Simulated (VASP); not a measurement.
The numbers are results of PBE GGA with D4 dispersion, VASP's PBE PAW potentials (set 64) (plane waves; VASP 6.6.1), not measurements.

The input files of a VASP run:

**POSCAR**
```
CdSe
1.0
  2.1885729907  -3.7907193716   0.0000000000
  2.1885729907   3.7907193716   0.0000000000
  0.0000000000   0.0000000000   7.1375523144
Cd Se
2 2
Cartesian
  2.1885729907  -1.2635756510   3.5692916241
  2.1885729907   1.2635756510   0.0005154669
  2.1885729907  -1.2635756510   6.2519803605
  2.1885729907   1.2635756510   2.6832042033
```

File KPOINTS:
```
Automatic mesh
0
G
6 6 3
```

INCAR:
```
ALGO = Normal
EDIFF = 1E-7
EDIFFG = -0.01
ENCUT = 520
GGA = PE
IBRION = 2
ISIF = 4
ISMEAR = 0
IVDW = 13
LASPH = T
LCHARG = F
LMAXMIX = 4
LREAL = F
LWAVE = F
NELM = 100
NSW = 30
PREC = Accurate
SIGMA = 0.05
SYSTEM = CdSe
```

POTCAR, in this order: Cd Se (PBE.64 set). Program: vasp_std.

What VASP printed:

File OSZICAR:
```
       N       E                     dE             d eps       ncg     rms          rms(c)
DAV:   1     0.236972820778E+03    0.23697E+03   -0.17053E+04   616   0.146E+03
DAV:   2     0.196930594999E+01   -0.23500E+03   -0.22932E+03   670   0.342E+02
DAV:   3    -0.116241350384E+02   -0.13593E+02   -0.13534E+02   712   0.815E+01
DAV:   4    -0.117562062229E+02   -0.13207E+00   -0.13196E+00   700   0.783E+00
DAV:   5    -0.117572244472E+02   -0.10182E-02   -0.10182E-02   724   0.655E-01    0.824E+00
DAV:   6    -0.110192506591E+02    0.73797E+00   -0.16880E+00   728   0.125E+01    0.649E+00
DAV:   7    -0.109879752191E+02    0.31275E-01   -0.56757E-01   724   0.414E+00    0.262E+00
DAV:   8    -0.109870089454E+02    0.96627E-03   -0.60185E-02   640   0.270E+00    0.358E-01
DAV:   9    -0.109868778752E+02    0.13107E-03   -0.92899E-03   700   0.121E+00    0.116E-01
DAV:  10    -0.109870255244E+02   -0.14765E-03   -0.98377E-04   682   0.376E-01    0.778E-02
DAV:  11    -0.109871493004E+02   -0.12378E-03   -0.30763E-04   628   0.118E-01    0.230E-02
DAV:  12    -0.109871226101E+02    0.26690E-04   -0.12143E-04   772   0.113E-01    0.752E-03
DAV:  13    -0.109871261919E+02   -0.35817E-05   -0.18452E-05   664   0.253E-02    0.870E-03
DAV:  14    -0.109871257935E+02    0.39838E-06   -0.12749E-06   748   0.653E-03    0.424E-03
DAV:  15    -0.109871260825E+02   -0.28899E-06   -0.20067E-07   542   0.244E-03    0.764E-04
DAV:  16    -0.109871261334E+02   -0.50896E-07   -0.45121E-08   466   0.113E-03
   1 F= -.12208523E+02 E0= -.12208523E+02  d E =-.122085E+02
```

**OUTCAR**
```
------------------------ aborting loop because EDIFF is reached ----------------------------------------
  Edisp (eV):   -1.22140
  FORCE on cell =-STRESS in cart. coord.  units (eV):
  Direction    XX          YY          ZZ          XY          YZ          ZX
  --------------------------------------------------------------------------------------
  Total      -1.02420    -1.02420    -0.97826     0.00000     0.00000     0.00000
  in kB     -13.85585   -13.85584   -13.23437     0.00000     0.00000     0.00000
  external pressure =      -13.65 kB  Pullay stress =        0.00 kB
  volume of cell :      118.43
      direct lattice vectors                 reciprocal lattice vectors
     2.188572991 -3.790719372  0.000000000     0.228459367 -0.131901086  0.000000000
     2.188572991  3.790719372  0.000000000     0.228459367  0.131901086  0.000000000
     0.000000000  0.000000000  7.137552314     0.000000000  0.000000000  0.140104052
  FREE ENERGIE OF THE ION-ELECTRON SYSTEM (eV)
  ---------------------------------------------------
  free  energy   TOTEN  =       -12.2085225227 eV

  energy  without entropy=      -12.2085225227  energy(sigma->0) =      -12.20852252

 reached required accuracy - stopping structural energy minimisation
```
(Selected blocks of OUTCAR.)

File OUTCAR:
```
 val. band max:        0.5545008332   @ k =   0.0000   0.0000   0.0000

 cond. band min:       1.1066063667   @ k =   0.0000   0.0000   0.0000


 Fermi energy:         0.8245360362

 k-point     1 :       0.0000    0.0000    0.0000
  band No.  band energies     occupation
      1     -11.7700      2.00000
      2     -11.4360      2.00000
      3      -7.2181      2.00000
      4      -7.2124      2.00000
      5      -7.2124      2.00000
      6      -7.1537      2.00000
      7      -7.1537      2.00000
      8      -6.9280      2.00000
      9      -6.9280      2.00000
     10      -6.8744      2.00000
     11      -6.8744      2.00000
     12      -6.6377      2.00000
     13      -3.5393      2.00000
     14      -0.1416      2.00000
     15      -0.1416      2.00000
     16       0.5145      2.00000
     17       0.5545      2.00000
     18       0.5545      2.00000
     19       1.1066      0.00000
     20       2.6972      0.00000
     21       6.4039      0.00000
     22       6.4040      0.00000

 k-point     2 :       0.1667    0.0000    0.0000
  band No.  band energies     occupation
      1     -11.6969      2.00000
      2     -11.4034      2.00000
      3      -7.1958      2.00000
      4      -7.1875      2.00000
      5      -7.1519      2.00000
      6      -7.1195      2.00000
      7      -7.1188      2.00000
      8      -6.9401      2.00000
      9      -6.9268      2.00000
     10      -6.8941      2.00000
     11      -6.8695      2.00000
     12      -6.5958      2.00000
     13      -3.3932      2.00000
     14      -1.1156      2.00000
     15      -0.8059      2.00000
     16      -0.4323      2.00000
     17       0.3270      2.00000
     18       0.3792      2.00000
     19       2.4177      0.00000
     20       3.6134      0.00000
     21       5.7971      0.00000
     22       6.7551      0.00000

 k-point     3 :       0.3333    0.0000    0.0000
  band No.  band energies     occupation
      1     -11.5377      2.00000
...
```

The compound is CdSe in the wurtzite structure. This cell is one point of a volume scan, at 1.03 of the reference volume.
